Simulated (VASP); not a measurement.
These are MS2 meta-GGA, VASP's PBE PAW potentials (set 64) (plane waves; VASP) values and carry that method's errors.

VASP input:

**INCAR**
```
SYSTEM=Lu
PREC=Accurate; ENCUT=520; LREAL=.False.
LASPH=.True.
EDIFF=1E-7; NELM=100; ALGO=Normal
LMAXMIX=6; LMIXTAU=.True.
ISMEAR=-5
METAGGA=MS2
ISIF=2
LWAVE=.False.; LCHARG=.False.; LORBIT=11
NEDOS=601
```

### KPOINTS
```
Automatic mesh
0
Gamma
14 14 8
0 0 0
```

KPOINTS_OPT:
```
k-points along high-symmetry lines
6
Line-mode
Reciprocal
  0.000000   0.000000   0.000000 ! GAMMA
 -0.000000   0.500000   0.000000 ! M

 -0.000000   0.500000   0.000000 ! M
 -0.333333   0.666667   0.000000 ! K

 -0.333333   0.666667   0.000000 ! K
  0.000000   0.000000   0.000000 ! GAMMA

  0.000000   0.000000   0.000000 ! GAMMA
  0.000000   0.000000   0.500000 ! A

  0.000000   0.000000   0.500000 ! A
 -0.000000   0.500000   0.500000 ! L

 -0.000000   0.500000   0.500000 ! L
 -0.333333   0.666667   0.500000 ! H

 -0.333333   0.666667   0.500000 ! H
  0.000000   0.000000   0.500000 ! A

 -0.000000   0.500000   0.500000 ! L
 -0.000000   0.500000   0.000000 ! M

 -0.333333   0.666667   0.500000 ! H
 -0.333333   0.666667   0.000000 ! K
```

File POSCAR:
```
Lu
1
    1.7315018138    -2.9990491988     0.0000000000
    1.7315018138     2.9990491988     0.0000000000
    0.0000000000     0.0000000000     5.3910417891
Lu
2
Direct
  0.3333330000   0.6666670000   0.2500000000
  0.6666670000   0.3333330000   0.7500000000
```

POTCAR, in this order: Lu_3 (PBE.64 set). Program: vasp_std.

Output of the run:

File OSZICAR:
```
       N       E                     dE             d eps       ncg     rms          rms(c)
DAV:   1     0.777712975008E+02    0.77771E+02   -0.89018E+03  5236   0.155E+03
DAV:   2     0.229553809182E+02   -0.54816E+02   -0.53773E+02  5358   0.740E+02
DAV:   3     0.205410595047E+02   -0.24143E+01   -0.23394E+01  5820   0.684E+01
DAV:   4     0.204592202727E+02   -0.81839E-01   -0.80124E-01  5711   0.835E+00
DAV:   5     0.204562996133E+02   -0.29207E-02   -0.28893E-02  5386   0.173E+00    0.345E+01
DAV:   6     0.229283228608E+02    0.24720E+01   -0.46284E+00  4765   0.377E+01    0.146E+01
DAV:   7     0.238686626795E+02    0.94034E+00   -0.97695E-01  5463   0.216E+01    0.175E+00
DAV:   8     0.244461385502E+02    0.57748E+00   -0.94081E-01  4961   0.125E+01    0.395E+00
DAV:   9     0.242119922800E+02   -0.23415E+00   -0.54229E-01  4850   0.114E+01    0.107E+00
DAV:  10     0.237869227804E+02   -0.42507E+00   -0.29085E-01  4800   0.700E+00    0.112E+00
DAV:  11     0.237139783505E+02   -0.72944E-01   -0.16213E-01  4625   0.473E+00    0.165E+00
DAV:  12     0.237119047800E+02   -0.20736E-02   -0.13153E-02  4952   0.161E+00    0.124E+00
DAV:  13     0.237120325087E+02    0.12773E-03   -0.30708E-04  5222   0.299E-01    0.114E+00
DAV:  14     0.237111600049E+02   -0.87250E-03   -0.31724E-03  4960   0.594E-01    0.607E-01
DAV:  15     0.237107180060E+02   -0.44200E-03   -0.64857E-04  5005   0.345E-01    0.286E-01
DAV:  16     0.237107505414E+02    0.32535E-04   -0.12386E-03  4749   0.313E-01    0.112E-01
DAV:  17     0.237105619817E+02   -0.18856E-03   -0.81327E-05  4909   0.116E-01    0.139E-01
DAV:  18     0.237104313357E+02   -0.13065E-03   -0.14102E-04  4876   0.133E-01    0.133E-01
DAV:  19     0.237103268129E+02   -0.10452E-03   -0.80042E-05  4945   0.146E-01    0.166E-02
DAV:  20     0.237102786991E+02   -0.48114E-04   -0.92774E-05  4656   0.969E-02    0.143E-02
DAV:  21     0.237102705541E+02   -0.81450E-05   -0.61796E-06  5108   0.379E-02    0.187E-02
DAV:  22     0.237102657414E+02   -0.48127E-05   -0.13471E-05  4977   0.385E-02    0.130E-02
DAV:  23     0.237102650700E+02   -0.67137E-06   -0.12708E-06  4478   0.165E-02    0.549E-03
DAV:  24     0.237102616746E+02   -0.33954E-05   -0.28045E-06  4875   0.187E-02    0.316E-03
DAV:  25     0.237102608705E+02   -0.80404E-06   -0.11538E-07  2895   0.722E-03    0.130E-03
DAV:  26     0.237102609451E+02    0.74593E-07   -0.37926E-08  2005   0.813E-03
   1 F= 0.23710261E+02 E0= 0.23710261E+02  d E =0.000000E+00
       N       E                     dE             ncg
```

### OUTCAR
```
------------------------ aborting loop because EDIFF is reached ----------------------------------------
  FORCE on cell =-STRESS in cart. coord.  units (eV):
  Direction    XX          YY          ZZ          XY          YZ          ZX
  --------------------------------------------------------------------------------------
  Total        0.0790585      0.0790585     -0.0508518      0.0000000     -0.0000000     -0.0000000
  in kB        2.2622988      2.2622989     -1.4551502      0.0000000     -0.0000000     -0.0000000
  external PRESSURE =       1.0231492 kB  Pullay stress =       0.0000000 kB
  volume of cell :       55.99
      direct lattice vectors                 reciprocal lattice vectors
     1.731501814 -2.999049199  0.000000000     0.288766663 -0.166719506  0.000000000
     1.731501814  2.999049199  0.000000000     0.288766663  0.166719506  0.000000000
     0.000000000  0.000000000  5.391041789     0.000000000  0.000000000  0.185492905
 POSITION                                       TOTAL-FORCE (eV/Angst)
 -----------------------------------------------------------------------------------
      1.73150      0.99969      1.34776        -0.000000      0.000000      0.000000
      1.73150     -0.99969      4.04328         0.000000     -0.000000      0.000000
 -----------------------------------------------------------------------------------
    total drift:                               -0.000001      0.000071     -0.000012
  FREE ENERGIE OF THE ION-ELECTRON SYSTEM (eV)
  ---------------------------------------------------
  free  energy   TOTEN  =        23.7102609451 eV

  energy  without entropy=       23.7102609451  energy(sigma->0) =       23.71026095

 total charge

# of ion       s       p       d       tot
------------------------------------------
    1        0.495   6.431   0.988   7.914
    2        0.495   6.431   0.988   7.914
--------------------------------------------------
tot          0.990  12.862   1.976  15.827
```
(Selected blocks of OUTCAR.)

**OUTCAR**
```
 val. band max:        2.9190198234   @ k =   0.2143   0.2143   0.3750

 cond. band min:       2.8744446027   @ k =   0.2143  -0.0000   0.2500


 Fermi energy:         2.8874411240

 k-point     1 :       0.0000    0.0000    0.0000
  band No.  band energies     occupation
      1     -24.0603      2.00000
      2     -23.5515      2.00000
      3     -23.5514      2.00000
      4     -23.4503      2.00000
      5     -23.4502      2.00000
      6     -23.4059      2.00000
      7      -3.3968      2.00000
      8       0.3899      2.00000
      9       3.7355      0.00000
     10       5.1976      0.00000
     11       5.1976      0.00000
     12       5.6466      0.00000
     13       5.9769      0.00000

 k-point     2 :       0.0714    0.0000    0.0000
  band No.  band energies     occupation
      1     -24.0504      2.00000
      2     -23.5706      2.00000
      3     -23.5581      2.00000
      4     -23.4709      2.00000
      5     -23.4527      2.00000
      6     -23.4107      2.00000
      7      -3.2665      2.00000
      8       0.5204      2.00000
      9       3.6272      0.00000
     10       4.8319      0.00000
     11       5.3210      0.00000
     12       5.7949      0.00000
     13       5.9275      0.00000

 k-point     3 :       0.1429   -0.0000    0.0000
  band No.  band energies     occupation
      1     -24.0219      2.00000
      2     -23.6246      2.00000
      3     -23.5764      2.00000
      4     -23.5276      2.00000
      5     -23.4598      2.00000
      6     -23.4252      2.00000
      7      -2.8865      2.00000
      8       0.8875      2.00000
      9       3.3391     -0.00348
     10       4.2312      0.00000
     11       5.3704      0.00000
     12       5.6896      0.00000
     13       5.9292      0.00000

 k-point     4 :       0.2143   -0.0000    0.0000
  band No.  band energies     occupation
      1     -23.9775      2.00000
      2     -23.7031      2.00000
      3     -23.6068      2.00000
...
```

For a metal the tetrahedron method with Blöchl corrections gives inexact stress and forces.

The compound is Lu in the hcp structure. It was relaxed first.
